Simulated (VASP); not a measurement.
# Be2ZnO3 in VASP: a series of runs, part 2 of 2

VASP 6.6.1.

### Step 3. Relaxation of cell and atoms, PBE

This run uses another cell than the first one, of 11.45 Å³/atom, 1.107 times its volume.

File INCAR:

```
PREC = Normal
ENCUT = 520
EDIFF = 1E-4
ISMEAR = 0
SIGMA = 0.15
LREAL = False
LASPH = True
NELM = 60
ALGO = Fast
ISIF = 3
LWAVE = False
LCHARG = False
GGA = PE
IBRION = 2
NSW = 24
EDIFFG = -0.08
```

File KPOINTS:

```
regular mesh
0
Gamma
  4 4 4
```

File POSCAR:

```
Be2ZnO3
1.0
    2.8769757700     -3.0055826500      0.0000000000
    2.8769757700      3.0055826500      0.0000000000
    0.0000000000      0.0000000000      3.9739931800
Be Zn O
2 1 3
Direct
    0.2048704300      0.7951295700      0.0000000000
    0.7951295700      0.2048704300      0.0000000000
    0.5000000000      0.5000000000      0.0000000000
    0.0000000000      0.0000000000      0.5000000000
    0.5000000000      0.5000000000      0.5000000000
    0.0000000000      0.0000000000      0.0000000000
```

Potentials or basis: VASP PAW PBE potentials, release 64 (Be, Zn, O).

On the command line:

```
> cat potpaw_PBE.64/Be/POTCAR potpaw_PBE.64/Zn/POTCAR potpaw_PBE.64/O/POTCAR > POTCAR
> mpirun -np 1 vasp_std > vasp.out
```

OUTCAR:

```text
PREC = Normal
   ENCUT = 520
   EDIFF = 1E-4
   ISMEAR = 0
   LREAL = False
   LASPH = True
   NELM = 60
   ISIF = 3
   GGA = PE
   IBRION = 2
   NSW = 24
   EDIFFG = -0.08

 ion  position               nearest neighbor table
   1  0.205  0.795  0.000-   6 1.23   3 1.77
   2  0.795  0.205  0.000-   6 1.23   3 1.77
   3  0.500  0.500  0.000-   1 1.77   2 1.77   5 1.99   5 1.99
   4  0.000  0.000  0.500-
   5  0.500  0.500  0.500-   3 1.99   3 1.99
   6  0.000  0.000  0.000-   1 1.23   2 1.23

  LATTYP: Found a base centered orthorhombic cell.
 ALAT       =     5.7539515400
 B/A-ratio  =     1.0447021074
 C/A-ratio  =     0.6906546140

  Lattice vectors:

 A1 = (   2.8769757700,  -3.0055826500,   0.0000000000)
 A2 = (   2.8769757700,   3.0055826500,   0.0000000000)
 A3 = (   0.0000000000,   0.0000000000,   3.9739931800)

Analysis of symmetry for initial positions (statically):
=====================================================================
 Subroutine PRICEL returns:
 Original cell was already a primitive cell.

 Routine SETGRP: Setting up the symmetry group for a
 base centered orthorhombic supercell.

 Subroutine GETGRP returns: Found  8 space group operations
 (whereof  8 operations were pure point group operations)
[... 161 lines left out ...]

 number of electron      34.0000054 magnetization

 Free energy of the ion-electron system (eV)
  ---------------------------------------------------
  ext. energy  EPLUGINS =         0.00000000
  ---------------------------------------------------
  free energy    TOTEN  =       -18.74454964 eV

  energy without entropy =      -18.69010954  energy(sigma->0) =      -18.71732959

------------------------ aborting loop because EDIFF is reached ----------------------------------------

  FORCE on cell =-STRESS in cart. coord.  units (eV):
  Direction    XX          YY          ZZ          XY          YZ          ZX
  --------------------------------------------------------------------------------------
  -------------------------------------------------------------------------------------
  Total        1.5155418     51.6676964     -8.1769195     -0.0000000      0.0000000      0.0000000
  in kB       35.3310468   1204.5024527   -190.6243231     -0.0000000      0.0000000      0.0000000
  external PRESSURE =     349.7363921 kB  Pullay stress =       0.0000000 kB
[... 267 lines left out ...]
--------------------------------------- Ionic step        8  -------------------------------------------

 number of electron      33.9999993 magnetization

 Free energy of the ion-electron system (eV)
  ---------------------------------------------------
  ext. energy  EPLUGINS =         0.00000000
  ---------------------------------------------------
  free energy    TOTEN  =       -23.48280818 eV

  energy without entropy =      -23.43848445  energy(sigma->0) =      -23.46064632

 E-fermi :   0.9536     XC(G=0):  -9.1551

 val. band max:        0.9373506158   @ k =   0.5000   0.0000   0.2500
 cond. band min:       1.0163223764   @ k =   0.5000   0.5000   0.0000
 fundamental gap:      0.0789717606
 Fermi energy:         0.9535510491

 k-point     1 :       0.0000    0.0000    0.0000
  band No.  band energies     occupation
      1     -19.8680      2.00000
      2     -16.6402      2.00000
      3     -13.9777      2.00000
      4      -6.5675      2.00000
      5      -6.4913      2.00000
      6      -6.0477      2.00000
[... 526 lines left out ...]
  FREE ENERGIE OF THE ION-ELECTRON SYSTEM (eV)
  ---------------------------------------------------
  free  energy   TOTEN  =       -23.4828081791 eV

  energy  without entropy=      -23.4384844509  energy(sigma->0) =      -23.46064632

 reached required accuracy - stopping structural energy minimisation
```

CONTCAR:

```text
Be2ZnO3
   1.00000000000000
     2.8912819627075863   -3.7112827510730702    0.0000000000000000
     2.8912819627075863    3.7112827510730702    0.0000000000000000
     0.0000000000000000    0.0000000000000000    3.7240619730943072
  Be              Zn              O
     2     1     3
Direct
     0.1914155752461076    0.8085844247538923    0.0000000000000000
     0.8085844247538923    0.1914155752461076    0.0000000000000000
     0.5000000000000000    0.5000000000000000    0.0000000000000000
     0.0000000000000000    0.0000000000000000    0.5000000000000000
     0.5000000000000000    0.5000000000000000    0.5000000000000000
     0.0000000000000000    0.0000000000000000    0.0000000000000000

  0.00000000E+00  0.00000000E+00  0.00000000E+00
  0.00000000E+00  0.00000000E+00  0.00000000E+00
  0.00000000E+00  0.00000000E+00  0.00000000E+00
  0.00000000E+00  0.00000000E+00  0.00000000E+00
  0.00000000E+00  0.00000000E+00  0.00000000E+00
  0.00000000E+00  0.00000000E+00  0.00000000E+00
```

Wall time 52 s (1 thread of Intel Xeon Platinum 8488C (Sapphire Rapids), shared host); peak memory 0.16 GiB.

Results:

| Item | Value |
| --- | --- |
| Free energy | -23.4828 eV |
| Relaxed volume | 13.32 Å³/atom |
| Relaxed cell | a = 4.705 Å, b = 4.705 Å, c = 3.724 Å, α = 90.00°, β = 90.00°, γ = 104.16° |
| Space group after relaxing (to 0.05 Å) | Cmmm (No. 65) |
| Energy gained by relaxing | 789.7 meV/atom |
| Ionic steps | 8 |
| Pressure after relaxing | 0.3 GPa |
| Largest force after relaxing | 0.028 eV/Å |
| Band gap on the k mesh | none (metal or under the smearing width) |

Forces in eV/Å, atoms in the order of the input:
```
Be   0.000 -0.028  0.000
Be   0.000  0.028  0.000
Zn   0.000  0.000  0.000
O    0.000  0.000  0.000
O    0.000  0.000  0.000
O    0.000  0.000  0.000
```

Stress tensor (GPa, compression positive):
```
 0.69  0.00  0.00
 0.00 -0.59  0.00
 0.00  0.00  0.76
```

Step by step:
```
step  energy change (eV)  largest force (eV/Å)  pressure (GPa)  volume (Å³)
   1              0.0000                4.4277           34.97        68.73
   2              0.2379                4.0707          -16.52        91.99
   3             -3.1494                6.2250           -1.45        78.68
   4             -3.1697                6.1893           -0.65        78.23
   5             -4.5654                1.3345           -4.30        82.16
   6             -4.5744                1.6788           -4.26        81.79
   7             -4.5444                2.6971            5.93        78.06
   8             -4.7383                0.0277            0.29        79.92
```

Final structure:
```
CELL_PARAMETERS angstrom
2.89128 -3.71128 0.00000
2.89128 3.71128 0.00000
0.00000 0.00000 3.72406
ATOMIC_POSITIONS crystal
Be 0.19142 0.80858 0.00000
Be 0.80858 0.19142 0.00000
Zn 0.50000 0.50000 0.00000
O 0.00000 0.00000 0.50000
O 0.50000 0.50000 0.50000
O 0.00000 0.00000 0.00000
```

Caveat: the k mesh is coarse (spacing up to 0.40 Å⁻¹), so the values aren't converged; the volume moved by over 15 % at a fixed basis, so the end points are rough; the relaxation stopped at a loose force limit of 0.08 eV/Å, so its end isn't a converged minimum.
